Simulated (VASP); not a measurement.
Data:

```
MgSn
1.0
    3.32413     0.00000     0.00000
    0.00000     3.32413     0.00000
    0.00000     0.00000     4.19652
Mg Sn
1 1
Direct
  0.00000   0.00000   0.00000
  0.50000   0.50000   0.50000
```

These are PBEsol GGA with spin-orbit coupling, VASP's PBE PAW potentials (set 64) (plane waves; VASP) values and carry that method's errors. Run with 400 eV cut-off, 10×10×8 Γ-centred mesh, Gaussian smearing of 0.050 eV, potentials Mg Sn_d.

Q: Give the energies of bands 11 to 23 at the high-symmetry points, in eV from the Fermi level.

A: 
```
band       Γ      X      M      Z      R      A
----  ------  -----  -----  -----  -----  -----
11    -10.33  -7.72  -5.10  -9.26  -6.78  -4.15
12    -10.33  -7.72  -5.10  -9.26  -6.78  -4.15
13     -1.56  -5.42  -3.16  -6.12  -4.19  -2.14
14     -1.56  -5.42  -3.16  -6.12  -4.19  -2.14
15      0.29   0.80  -2.92   3.73  -3.39  -1.79
16      0.29   0.80  -2.92   3.73  -3.39  -1.79
17      2.85   3.20  -0.06   4.21  -1.51  -0.66
18      2.85   3.20  -0.06   4.21  -1.51  -0.66
19      3.21   3.70   3.30   6.61   6.29   1.03
20      3.21   3.70   3.30   6.61   6.29   1.03
21      5.25   3.80   5.67   7.18   9.38   1.04
22      5.25   3.80   5.67   7.18   9.38   1.04
23      6.00   5.28   5.80   7.42   9.68   1.43
```

It has no gap at this level: it comes out as a metal or semimetal.

The structure comes from a computed database's MgSn entry (P4/mmm); how it stands against other phases isn't given here. It was relaxed first.
